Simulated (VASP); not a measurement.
Given:

```
CdO
1.0
    0.00000     2.35876     2.35876
    2.35876     0.00000     2.35876
    2.35876     2.35876     0.00000
Cd O
1 1
Direct
  0.00000   0.00000   0.00000
  0.50000   0.50000   0.50000
```

All values below come from vdW-DF-cx, VASP's PBE PAW potentials (set 64) (plane waves; VASP). Run with 520 eV cut-off, 13×13×13 Γ-centred mesh, first-order Methfessel-Paxton smearing of 0.10 eV, potentials Cd O.

Problem. What does the run give for the energy per atom (σ→0), band gap (on the k-mesh) with the smallest direct gap where there is one?

Solution. 
The band gap (on the k-mesh) is none (metal, semimetal or under 0.01 eV) and the energy per atom (σ→0) comes out as -1.588 eV/atom.

Total energies compare only between runs with the same potentials, cut-off and functional.

The compound is CdO in the rock salt structure. It was relaxed first.
